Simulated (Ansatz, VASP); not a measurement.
# Mo2H2NO2 (Mo2N(OH)2 MXene monolayer): VASP beside Ansatz, part 2 of 2

Aim: how closely do two programs agree when they are given the same cell, functional and k mesh? The cell is taken from a series of runs on this material, whose earlier steps may have relaxed, scaled, displaced or heated it; both programs get it as it stands.

VASP 6.6.1 and Ansatz 0.2.0.

So far: Set-up; Ansatz: single point, PBEsol with D3(BJ).

**3. VASP: single point, PBEsol with D3(BJ)**

Level of this step: PBEsol with D3(BJ), no spin polarisation; plane waves and PAW (H, O, Mo_sv, N) (VASP).

The same cell, functional, mesh and smearing now go to VASP, with its own data sets.

Lines of VASP's logs that name or quote its potential files are left out, and so is its time.

INCAR

```
SYSTEM = Mo2H2NO2
PREC = Accurate
ENCUT = 520
EDIFF = 1E-06
NELM = 120
ISMEAR = -1
SIGMA = 0.02585
LREAL = .FALSE.
ALGO = Normal
GGA = PS
IVDW = 12
NBANDS = 30
LASPH = .TRUE.
LORBIT = 11
LWAVE = .FALSE.
LCHARG = .FALSE.
ISIF = 2
LDIPOL = .TRUE.
IDIPOL = 3
DIPOL = 0.5 0.5 0.5
LVHAR = .TRUE.
GGA_COMPAT = .FALSE.
NELMDL = -8
KPAR = 2
```

POSCAR

```
Mo2H2NO2
1.0
    2.7759165891      0.0000000000      0.0000000000
   -1.3879582946      2.4040142850      0.0000000000
    0.0000000000      0.0000000000     25.6745924328
H O Mo N
2 2 2 1
Direct
    0.3333333333      0.6666666667      0.3505411049
    0.6666666667      0.3333333333      0.6494588951
    0.3333333333      0.6666666667      0.3888334296
    0.6666666667      0.3333333333      0.6111665704
    0.6666666667      0.3333333333      0.4439513979
    0.3333333333      0.6666666667      0.5560486021
    0.0000000000      0.0000000000      0.5000000000
```

KPOINTS

```
Automatic mesh
0
Gamma
18 18 1
0 0 0
```

Potentials, in the order of the species: H, O, Mo_sv and N (PBE family, release 64).

Command:

```bash
> mpirun -np 2 vasp_std
```

Numbers of over 12 decimals in the logs are rounded to 6 here.

The program printed:

```text
[banner, memory and clock lines left out]
running    2 mpi-ranks, on    1 nodes
 distrk:  each k-point on    1 cores,    2 groups
 distr:  one band on    1 cores,    1 groups

 POSCAR found type information on POSCAR H O MoN
 POSCAR found :  4 types and       7 ions
|                                                                             |
|               ----> ADVICE to this user running VASP <----                  |
|                                                                             |
|     You enforced a specific xc type in the INCAR file but a different       |
|     [... a line on the potential file left out ...]
|     I HOPE YOU KNOW WHAT YOU ARE DOING!                                     |
|                                                                             |

 LDA part: xc-table for (Slater+PW92), standard interpolation
 POSCAR, INCAR and KPOINTS ok, starting setup
 FFT: planning ... GRIDC
 FFT: planning ... GRID_SOFT
 FFT: planning ... GRID
 WAVECAR not read
 entering main loop
       N       E                     dE             d eps       ncg     rms          rms(c)
DAV:   1     0.457863533210E+03    0.45786E+03   -0.27119E+04  2652   0.136E+03
DAV:   2    -0.303802136953E+02   -0.48824E+03   -0.47270E+03  2804   0.389E+02
DAV:   3    -0.606671262835E+02   -0.30287E+02   -0.29382E+02  2676   0.949E+01
DAV:   4    -0.616054137154E+02   -0.93829E+00   -0.92388E+00  2916   0.157E+01
DAV:   5    -0.616250111673E+02   -0.19597E-01   -0.19542E-01  2642   0.188E+00
DAV:   6    -0.616255999525E+02   -0.58879E-03   -0.58868E-03  2990   0.299E-01
DAV:   7    -0.616256127806E+02   -0.12828E-04   -0.12827E-04  2702   0.404E-02
DAV:   8    -0.616256132290E+02   -0.44844E-06   -0.44832E-06  2444   0.681E-03    0.434E+01
DAV:   9    -0.550482959871E+02    0.65773E+01   -0.36003E+01  2566   0.364E+01    0.139E+01
DAV:  10    -0.544360744401E+02    0.61222E+00   -0.32456E+00  2850   0.128E+01    0.897E+00
DAV:  11    -0.543598292574E+02    0.76245E-01   -0.10981E+00  2780   0.461E+00    0.122E+00
DAV:  12    -0.543280702010E+02    0.31759E-01   -0.99567E-01  2760   0.356E+00    0.802E-01
DAV:  13    -0.542893538381E+02    0.38716E-01   -0.55029E-02  2852   0.153E+00    0.322E-01
DAV:  14    -0.542855947833E+02    0.37591E-02   -0.12717E-02  2860   0.587E-01    0.857E-02
[...]
DAV:  18    -0.542857015963E+02   -0.70918E-04   -0.97873E-05  2492   0.325E-02    0.147E-02
DAV:  19    -0.542857444877E+02   -0.42891E-04   -0.17085E-04  2352   0.259E-02    0.610E-03
DAV:  20    -0.542857516660E+02   -0.71783E-05   -0.26491E-05  2598   0.124E-02    0.306E-03
DAV:  21    -0.542857555709E+02   -0.39050E-05   -0.83299E-06  1994   0.534E-03    0.281E-03
DAV:  22    -0.542857615102E+02   -0.59393E-05   -0.35992E-06  1822   0.559E-03    0.116E-03
DAV:  23    -0.542857628201E+02   -0.13099E-05   -0.48040E-07  1698   0.275E-03    0.587E-04
DAV:  24    -0.542857642981E+02   -0.14780E-05   -0.50511E-07  1504   0.160E-03    0.518E-04
DAV:  25    -0.542857646245E+02   -0.32639E-06   -0.10929E-07  1482   0.113E-03
   1 F= -.55508040E+02 E0= -.55505253E+02  d E =-.557276E-02
```

From OUTCAR (step 3):

```text
ion  position               nearest neighbor table
   1  0.333  0.667  0.351-   3 0.98
   2  0.667  0.333  0.649-   4 0.98
   3  0.333  0.667  0.389-   1 0.98   5 2.14   5 2.14   5 2.14
   4  0.667  0.333  0.611-   2 0.98   6 2.14   6 2.14   6 2.14
   5  0.667  0.333  0.444-   3 2.14   3 2.14   3 2.14   7 2.15   7 2.15   7 2.15   6 3.29   6 3.29
                             6 3.29
   6  0.333  0.667  0.556-   4 2.14   4 2.14   4 2.14   7 2.15   7 2.15   7 2.15   5 3.29   5 3.29
                             5 3.29
   7  0.000  0.000  0.500-   5 2.15   6 2.15   5 2.15   6 2.15   5 2.15   6 2.15

  LATTYP: Found a hexagonal cell.
 ALAT       =     2.7759165891
 C/A-ratio  =     9.2490503978

 Subroutine GETGRP returns: Found 12 space group operations
 (whereof 12 operations were pure point group operations)

The static configuration has the point symmetry D_3d.

 Found     37 irreducible k-points:

   k-points           NKPTS =     37   k-points in BZ     NKDIM =     37   number of bands    NBANDS=     30

   dimension x,y,z NGX =    24 NGY =   24 NGZ =  192
   dimension x,y,z NGXF=    48 NGYF=   48 NGZF=  384

   ENCUT  =  520.0 eV  38.22 Ry    6.18 a.u.   5.16  5.16 47.74*2*pi/ulx,y,z

   NELECT =      47.0000    total number of electrons

 k-points in reciprocal lattice and weights: Automatic mesh
   0.00000000  0.00000000  0.00000000       0.003
   0.05555556  0.00000000  0.00000000       0.019
   0.11111111  0.00000000  0.00000000       0.019
   0.16666667  0.00000000  0.00000000       0.019
   0.22222222 -0.00000000  0.00000000       0.019
   0.27777778  0.00000000  0.00000000       0.019
   0.33333333  0.00000000  0.00000000       0.019
   0.38888889  0.00000000  0.00000000       0.019
   0.44444444 -0.00000000  0.00000000       0.019
[...]
0.33333333  0.27777778  0.00000000       0.037
   0.33333333  0.33333333  0.00000000       0.006

 dipolmoment           0.000000      0.000000      0.000000 electrons x Angstroem

 average (electrostatic) potential at core
       1 -39.7025       2 -39.7025       3 -76.3282       4 -76.3282       5 -80.6257
       6 -80.6257       7 -68.0216

 E-fermi :   1.8584

 k-point     1 :       0.0000    0.0000    0.0000
  band No.  band energies     occupation
    ...
     24       0.5228      2.00000
     25       1.5935      1.99993
     26       1.5935      1.99993
     27       1.6726      1.99849
     28       1.7054      1.99463
     29       2.8394      0.00000
     30       2.8394      0.00000

 k-point     2 :       0.0556    0.0000    0.0000
  band No.  band energies     occupation
    ...
     24       0.6019      2.00000
     25       1.5235      2.00000
     26       1.6604      1.99906
     27       1.7369      1.98194
     28       1.7710      1.93429
     29       2.8770      0.00000
     30       2.9262      0.00000

 k-point     3 :       0.1111    0.0000    0.0000
  band No.  band energies     occupation
    ...
     22      -0.0769      2.00000
     23       0.7162      2.00000
     24       0.8133      2.00000
     25       1.3385      2.00000
     26       1.8483      1.19333
     27       1.8937      0.40617
     28       2.0228      0.00346
     29       2.9802      0.00000
     30       3.1947      0.00000

 Edisp (eV)   -1.22228

  Total       0.04404     0.04404     0.37727    -0.00000     0.00000     0.00000
  in kB       0.41186     0.41186     3.52786    -0.00000     0.00000     0.00000
  external pressure =        1.45 kB  Pullay stress =        0.00 kB

  energy-cutoff  :      520.00
  volume of cell :      171.34
      direct lattice vectors                 reciprocal lattice vectors
     2.775916589  0.000000000  0.000000000     0.360241372  0.207985453  0.000000000
    -1.387958295  2.404014285  0.000000000     0.000000000  0.415970906  0.000000000
     0.000000000  0.000000000 25.674592433     0.000000000  0.000000000  0.038949012

 POSITION                                       TOTAL-FORCE (eV/Angst)
 -----------------------------------------------------------------------------------
     -0.00000      1.60268      9.00000        -0.000000     -0.000000     -0.100251
      1.38796      0.80134     16.67459         0.000000      0.000000      0.100251
     -0.00000      1.60268      9.98314        -0.000000      0.000000      0.041482
      1.38796      0.80134     15.69145        -0.000000     -0.000000     -0.041482
      1.38796      0.80134     11.39827         0.000000      0.000000      0.017192
     -0.00000      1.60268     14.27632        -0.000000     -0.000000     -0.017192
      0.00000      0.00000     12.83730        -0.000000      0.000000      0.000000
 -----------------------------------------------------------------------------------
    total drift:                               -0.000000     -0.000000     -0.000000

  FREE ENERGIE OF THE ION-ELECTRON SYSTEM (eV)
  ---------------------------------------------------
  free  energy   TOTEN  =       -55.5080396799 eV

  energy  without entropy=      -55.5024669169  energy(sigma->0) =      -55.50525330

 vacuum level on the upper side and lower side of the slab         4.391         4.391

 total charge
# of ion       s       p       d       tot
------------------------------------------
    1        0.595   0.115   0.000   0.710
    2        0.595   0.115   0.000   0.710
    3        1.546   3.577   0.000   5.123
    4        1.546   3.577   0.000   5.123
    5        2.278   6.206   4.052  12.535
    6        2.278   6.206   4.052  12.535
    7        1.221   2.521   0.000   3.743
--------------------------------------------------
tot         10.058  22.318   8.104  40.479

[... 3 further parts left out ...]
```

This run has no spin polarisation, so a moment on Mo, if there is one, isn't seen. Its electron count is odd, so without a moment it is a metal by construction.

**4. Comparison**

Known differences besides the potentials themselves: the cutoff is 420 eV in Ansatz and 520 eV in VASP; Ansatz makes its cores anew for this functional, VASP keeps those of its PBE data sets. Total energies have different zeros and are not compared.

Both answers:

| quantity | Ansatz | VASP | difference |
| --- | --- | --- | --- |
| work function, lower of the two faces (eV) | 2.52 | 2.53 | -0.01 |
| work function, higher of the two faces (eV) | 2.52 | 2.53 | -0.01 |

Where the cell holds vacuum, a pressure given here is an average over it and none of the material.

**5. VASP: single point, PBE, spin-orbit coupling**

A single point takes one fixed geometry, so differences don't come from the geometry; what else differs is listed under the comparison.

INCAR

```
SYSTEM = Mo2H2NO2
PREC = Accurate
ENCUT = 520
EDIFF = 1E-06
NELM = 200
ISMEAR = -1
SIGMA = 0.02585
LREAL = .FALSE.
ALGO = Normal
GGA = PE
LNONCOLLINEAR = .TRUE.
MAGMOM = 0 0 0 0 0 0 0 0 0 0 0 0 0 0 0 0 0 0 0 0 0
NBANDS = 60
GGA_COMPAT = .FALSE.
LASPH = .TRUE.
LSORBIT = .TRUE.
LMAXMIX = 4
LORBIT = 11
LWAVE = .FALSE.
LCHARG = .FALSE.
ISIF = 2
LDIPOL = .TRUE.
IDIPOL = 3
DIPOL = 0.5 0.5 0.5
LVHAR = .TRUE.
NELMDL = -8
KPAR = 2
```

POSCAR is that of step 3.

KPOINTS

```
Automatic mesh
0
Gamma
12 12 1
0 0 0
```

Command:

```bash
> mpirun -np 2 vasp_ncl
```

The program printed:

```text
[banner, memory and clock lines left out]
running    2 mpi-ranks, on    1 nodes
[...]
LDA part: xc-table for (Slater+PW92), standard interpolation
 POSCAR, INCAR and KPOINTS ok, starting setup
[...]
entering main loop
       N       E                     dE             d eps       ncg     rms          rms(c)
DAV:   1     0.476480375753E+03    0.47648E+03   -0.27330E+04  2776   0.139E+03
DAV:   2    -0.227397333159E+02   -0.49922E+03   -0.48416E+03  2800   0.395E+02
DAV:   3    -0.578400092686E+02   -0.35100E+02   -0.34177E+02  2712   0.100E+02
DAV:   4    -0.590630969357E+02   -0.12231E+01   -0.12049E+01  2952   0.168E+01
[...]
DAV:  24    -0.514298373825E+02   -0.13838E-05   -0.16952E-07  1484   0.146E-03    0.601E-04
DAV:  25    -0.514298397275E+02   -0.23450E-05   -0.60643E-07  1524   0.157E-03    0.492E-04
DAV:  26    -0.514298401757E+02   -0.44826E-06   -0.11190E-07  1380   0.801E-04
   1 F= -.51429840E+02 E0= -.51425695E+02  d E =-.829106E-02  mag=     0.0000    -0.0000     0.0000
```

OUTCAR, selected parts (step 5):

```text
  Total        4.4066288      4.4066288      3.2555071     -0.0000000      0.0000000     -0.0000000
  in kB       41.2069085     41.2069085     30.4426327     -0.0000000      0.0000000     -0.0000000
  external PRESSURE =      37.6188166 kB  Pullay stress =       0.0000000 kB

 POSITION                                       TOTAL-FORCE (eV/Angst)
 -----------------------------------------------------------------------------------
     -0.00000      1.60268      9.00000         0.000000     -0.000000      0.000341
      1.38796      0.80134     16.67459        -0.000000      0.000000     -0.000341
     -0.00000      1.60268      9.98314        -0.000000     -0.000000     -0.553404
      1.38796      0.80134     15.69145         0.000000      0.000000      0.553404
      1.38796      0.80134     11.39827        -0.000000      0.000000     -0.071410
     -0.00000      1.60268     14.27632         0.000000     -0.000000      0.071410
      0.00000      0.00000     12.83730        -0.000000      0.000000      0.000000
 -----------------------------------------------------------------------------------
    total drift:                                0.000000     -0.000000     -0.000000

  FREE ENERGIE OF THE ION-ELECTRON SYSTEM (eV)
  ---------------------------------------------------
  free  energy   TOTEN  =       -51.4298401757 eV

  energy  without entropy=      -51.4215491141  energy(sigma->0) =      -51.42569464

 magnetization (x)
# of ion       s       p       d       tot
------------------------------------------
    1       -0.000   0.000   0.000  -0.000
    2        0.000   0.000   0.000   0.000
    3        0.000   0.000   0.000   0.000
    4        0.000   0.000   0.000   0.000
    5        0.000   0.000   0.000   0.000
    6        0.000   0.000   0.000   0.000
    7        0.000   0.000   0.000   0.000
--------------------------------------------------
tot          0.000   0.000   0.000   0.000

 magnetization (y)
# of ion       s       p       d       tot
------------------------------------------
    1       -0.000   0.000   0.000   0.000
    2       -0.000   0.000   0.000   0.000
    3        0.000   0.000   0.000   0.000
    4        0.000   0.000   0.000   0.000
    5        0.000  -0.000   0.000  -0.000
    6        0.000  -0.000   0.000  -0.000
    7        0.000  -0.000   0.000  -0.000
--------------------------------------------------
tot          0.000  -0.000   0.000  -0.000

 magnetization (z)
# of ion       s       p       d       tot
------------------------------------------
    1        0.000   0.000   0.000   0.000
    2        0.000   0.000   0.000   0.000
    3        0.000   0.000   0.000   0.000
    4        0.000   0.000   0.000   0.000
    5        0.000   0.000   0.000   0.000
    6        0.000   0.000   0.000   0.000
    7        0.000   0.000   0.000   0.000
--------------------------------------------------
tot          0.000   0.000   0.000   0.000

[... 1 part as in an earlier step ...]

[... 2 further parts left out ...]
[key lines of the parts left out:]
E-fermi :   1.9112
```

**6. Ansatz: single point, PBE, spin-orbit coupling**

The same cell, functional, mesh and smearing now go to Ansatz, which takes its cutoff from its data sets.

The cell is taken from a series of runs on this material, whose earlier steps may have relaxed, scaled, displaced or heated it; both programs get it as it stands.

input.yaml

```yaml
crystal:
  lattice:
    - [2.7759165891, 0.0, 0.0]
    - [-1.3879582946, 2.404014285, 0.0]
    - [0.0, 0.0, 25.6745924328]
  atoms:
    - { symbol: H, position: [0.3333333333, 0.6666666667, 0.3505411049] }
    - { symbol: O, position: [0.3333333333, 0.6666666667, 0.3888334296] }
    - { symbol: Mo, position: [0.6666666667, 0.3333333333, 0.4439513979] }
    - { symbol: "N", position: [0.0, 0.0, 0.5] }
    - { symbol: Mo, position: [0.3333333333, 0.6666666667, 0.5560486021] }
    - { symbol: O, position: [0.6666666667, 0.3333333333, 0.6111665704] }
    - { symbol: H, position: [0.6666666667, 0.3333333333, 0.6494588951] }
kpoints:
  mp_grid: { grid: [12, 12, 1] }
  band_path: { path: [[0, 0, 0], [0.12, 0, 0]], npoints: 24 }
hamiltonian:
  xc: pbe
  pseudopotentials: { kind: paw_fr, azcp: { folder: soft_1 } }
magnetization:
  noncollinear: true
  spin_orbit: true
scf:
  occupations: { method: fermi_dirac, width: 0.02585 }
  convergence: { dr2_threshold: 1.0e-09 }
efield:
  axis: 3
  dipole_correction: true
  ramp_position: 0.97
  ramp_width: 0.06
  amplitude: 0
output:
  write_potential: true
  write_density: true
  volumetric_format: npy
```

Command:

```bash
> ansatz run input.yaml --threads 4 --pin off --max-ram 6144MiB --backend cpu --events-out ev --progress --plain --runs-dir out
```

The program printed:

```text
[...]
non-collinear run that drives no moment, with spin-orbit: no starting moment large enough to seed its density (crystal.atoms[].spin), no starting occupations that ask for one, no magnetisation constraint and no magnetic field, so the semilocal B_xc is pinned to zero
Crystal: 7 atoms, lattice volume = 171.335 Å³
[...]
k-point 1: bands = [... 43 lower, 2.0464, 2.5775, 2.5775, 2.6519, 2.6519, 3.3825, 3.3825, 3.6721, ... 11 higher]
  k-point 2: bands = [... 43 lower, 1.5738, 2.7584, 2.7584, 3.0839, 3.0839, 3.1564, 3.1564, 4.0614, ... 11 higher]
  k-point 18: bands = [... 43 lower, 3.2559, 3.3616, 3.3616, 3.6466, 3.6466, 4.9385, 4.9385, 4.9544, ... 11 higher]
[key lines of the parts left out:]
SCF converged after 20 iterations
Magnetization: |M| = 0.0000 μB,  M = (+0.0000, +0.0000, +0.0000) μB
Free energy (F): -11464.376230 eV
Fermi energy:    3.890189 eV
Dipole field:    D = 0.000006 V/Å  (p = 0.000006 e·Å, saw-weighted, corrected)
Work function:   Φ+ = 2.5453 eV   Φ− = 2.5455 eV
```

**7. Differences**

What differs besides the data sets and the points named for the pairs above, as far as they apply: spin-orbit coupling enters by fully relativistic files in Ansatz and inside the spheres in VASP. Total energies have different zeros and are not compared.

Compared:

| quantity | Ansatz | VASP | difference |
| --- | --- | --- | --- |
| work function, lower of the two faces (eV) | 2.55 | 2.55 | -0.01 |
| work function, higher of the two faces (eV) | 2.55 | 2.55 | -0.01 |

Where the cell holds vacuum, a pressure given here is an average over it and none of the material.

**8. Results**

```yaml
difference_in_work_function_lower_of_the_two_faces_single_point_pbesol_with_d3_bj: -0.012 eV
difference_in_work_function_lower_of_the_two_faces_single_point_pbe_spin_orbit_coupling: -0.0075 eV
```

What this shows: The difference in work function, lower of the two faces is -0.012 eV (single point, PBEsol with D3(BJ)). Such differences can come from data sets, numerical settings and the points named under the comparisons, not from the functional's error against experiment.

[Lines on the potential files, build, host, timing and source positions are cut from VASP's logs without a mark.]

[Logs are printed without paths, hosts, clocks, repeated set-up lines and the standing remarks that a program may print on its own settings, such as how far it seeks lower states.]

[Hosts, paths, dates, database ids (printed as entryN), source tags and the programs' standing remarks are cut or masked in the printed files.]
